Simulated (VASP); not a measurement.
Output of a VASP run:

**OSZICAR**
```
       N       E                     dE             d eps       ncg     rms          rms(c)
DAV:   1     0.205121434922E+02    0.20512E+02   -0.38262E+03   792   0.909E+02
DAV:   2    -0.226644778736E+02   -0.43177E+02   -0.42330E+02  1065   0.134E+02
DAV:   3    -0.245573986921E+02   -0.18929E+01   -0.18273E+01  1018   0.351E+01
DAV:   4    -0.245787355393E+02   -0.21337E-01   -0.21330E-01   978   0.387E+00
DAV:   5    -0.245788834459E+02   -0.14791E-03   -0.14790E-03   973   0.365E-01    0.316E+00
DAV:   6    -0.242371415309E+02    0.34174E+00   -0.32256E+00   851   0.215E+01    0.189E+00
DAV:   7    -0.242556206183E+02   -0.18479E-01   -0.48625E-02   907   0.218E+00    0.946E-01
DAV:   8    -0.242111762245E+02    0.44444E-01   -0.58405E-02   795   0.314E+00    0.271E-01
DAV:   9    -0.242593068251E+02   -0.48131E-01   -0.48383E-02   792   0.294E+00    0.815E-02
DAV:  10    -0.242645078047E+02   -0.52010E-02   -0.70307E-03   794   0.107E+00    0.200E-02
DAV:  11    -0.242636711869E+02    0.83662E-03   -0.22359E-03   796   0.643E-01    0.428E-02
DAV:  12    -0.242648732086E+02   -0.12020E-02   -0.74411E-04   797   0.403E-01    0.105E-02
DAV:  13    -0.242648963956E+02   -0.23187E-04   -0.44574E-05   899   0.750E-02    0.330E-03
DAV:  14    -0.242649144452E+02   -0.18050E-04   -0.20073E-05   794   0.733E-02    0.383E-03
DAV:  15    -0.242649165671E+02   -0.21218E-05   -0.16297E-06   723   0.196E-02    0.123E-03
DAV:  16    -0.242649177544E+02   -0.11873E-05   -0.79091E-07   415   0.144E-02    0.393E-04
DAV:  17    -0.242649178916E+02   -0.13721E-06   -0.55529E-08   396   0.344E-03
   1 F= -.24264918E+02 E0= -.24264918E+02  d E =-.242649E+02
       N       E                     dE             d eps       ncg     rms          rms(c)
DAV:   1    -0.242650166016E+02   -0.98847E-04   -0.17145E-03   849   0.261E-01    0.241E-02
DAV:   2    -0.242650046009E+02    0.12001E-04   -0.53835E-05   847   0.548E-02    0.132E-02
DAV:   3    -0.242650005476E+02    0.40533E-05   -0.30906E-05   893   0.352E-02    0.288E-03
DAV:   4    -0.242650008455E+02   -0.29787E-06   -0.30750E-06   791   0.145E-02
   2 F= -.24265001E+02 E0= -.24265001E+02  d E =-.829539E-04
       N       E                     dE             d eps       ncg     rms          rms(c)
DAV:   1    -0.242650175856E+02   -0.17038E-04   -0.49835E-04   849   0.140E-01    0.126E-02
DAV:   2    -0.242650137821E+02    0.38035E-05   -0.15707E-05   846   0.297E-02    0.691E-03
DAV:   3    -0.242650130280E+02    0.75412E-06   -0.95498E-06   893   0.208E-02
   3 F= -.24265013E+02 E0= -.24265013E+02  d E =-.951364E-04
       N       E                     dE             d eps       ncg     rms          rms(c)
DAV:   1    -0.242650514076E+02   -0.37625E-04   -0.19862E-03   834   0.260E-01    0.276E-02
DAV:   2    -0.242650442470E+02    0.71606E-05   -0.41563E-05   820   0.548E-02    0.159E-02
DAV:   3    -0.242650326594E+02    0.11588E-04   -0.35985E-05   852   0.370E-02    0.419E-03
DAV:   4    -0.242650336314E+02   -0.97205E-06   -0.30711E-06   793   0.163E-02
   4 F= -.24265034E+02 E0= -.24265034E+02  d E =-.206034E-04
```

File OUTCAR:
```
------------------------ aborting loop because EDIFF is reached ----------------------------------------
  FORCE on cell =-STRESS in cart. coord.  units (eV):
  Direction    XX          YY          ZZ          XY          YZ          ZX
  --------------------------------------------------------------------------------------
  Total       -0.0050030     -0.0076601     -0.0073687      0.0000000      0.0000000      0.0008800
  in kB       -0.1280655     -0.1960835     -0.1886226      0.0000000      0.0000000      0.0225273
  external PRESSURE =      -0.1709239 kB  Pullay stress =       0.0000000 kB
  volume of cell :       62.59
      direct lattice vectors                 reciprocal lattice vectors
     3.996449293 -2.182683284 -0.003884600     0.125015881 -0.229075837 -0.097917259
     3.996449293  2.182683284 -0.003884600     0.125015881  0.229075837 -0.097917259
     2.807852138  0.000000000  3.584925807     0.000270933 -0.000000000  0.278733596
 POSITION                                       TOTAL-FORCE (eV/Angst)
 -----------------------------------------------------------------------------------
      2.51752      0.00000      0.83379         0.003031      0.000000      0.001004
      8.28323      0.00000      2.74337        -0.003031      0.000000     -0.001004
 -----------------------------------------------------------------------------------
    total drift:                               -0.000000      0.000000      0.000000
  FREE ENERGIE OF THE ION-ELECTRON SYSTEM (eV)
  ---------------------------------------------------
  free  energy   TOTEN  =       -24.2650336314 eV

  energy  without entropy=      -24.2650336218  energy(sigma->0) =      -24.26503363

 reached required accuracy - stopping structural energy minimisation
```
(Selected blocks of OUTCAR.)

POSCAR:
```
Sb
1
    4.0058206843    -2.1797395036     0.0010095424
    4.0058206843     2.1797395036     0.0010095424
    2.8188265866    -0.0000000000     3.5849797269
Sb
2
Direct
  0.2332308219   0.2332308219   0.2332308219
  0.7667691781   0.7667691781   0.7667691781
```

**Question.** Write an INCAR and KPOINTS that could have produced this output.

**Answer.** One answer among several that fit: the input of the run itself, TPSS meta-GGA, plane waves, VASP's PBE PAW potentials (set 64).

**INCAR**
```
SYSTEM = Sb
PREC = Accurate
ENCUT = 520
EDIFF = 1E-6
NELM = 100
ALGO = Normal
LREAL = .FALSE.
LASPH = .TRUE.
ISMEAR = 0
SIGMA = 0.05
METAGGA = TPSS
LMIXTAU = .TRUE.
LMAXMIX = 4
LWAVE = .FALSE.
LCHARG = .FALSE.
IBRION = 2
ISIF = 3
NSW = 60
EDIFFG = -0.01
```

### KPOINTS
```
Automatic mesh
0
gamma
  7 7 7
```

POTCAR, in this order: Sb (PBE.64 set). Program: vasp_std.

The compound is Sb in the a7 structure. This run relaxes it. Symmetry was kept, so distortions that lower it aren't found. The start is the result of an earlier pass.
